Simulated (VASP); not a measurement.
Here is the system:

```yaml
crystal:
  lattice:
    - [0.00000, 2.63042, 2.63042]
    - [2.63042, 0.00000, 2.63042]
    - [2.63042, 2.63042, 0.00000]
  atoms:
    - { symbol: Mg, position: [0.00000, 0.00000, 0.00000] }
    - { symbol: S, position: [0.50000, 0.50000, 0.50000] }
```

These are revPBE GGA, VASP's PBE PAW potentials (set 64) (plane waves; VASP) values and carry that method's errors. Numerical set-up: 520 eV cut-off, 8×8×8 Γ-centred mesh, Gaussian smearing of 0.050 eV, potentials Mg S.

Problem. What does the run give for the energy per atom (σ→0), band gap (on the k-mesh) with the smallest direct gap where there is one?

Solution. 
| Item | Value |
|---|---|
| band gap (on the k-mesh) | 2.82 eV |
| smallest direct gap (on the k-mesh) | 3.58 eV |
| energy per atom (σ→0) | -4.017 eV/atom |

The compound is MgS in the rock salt structure. It was relaxed first. The start is the result of an earlier pass.
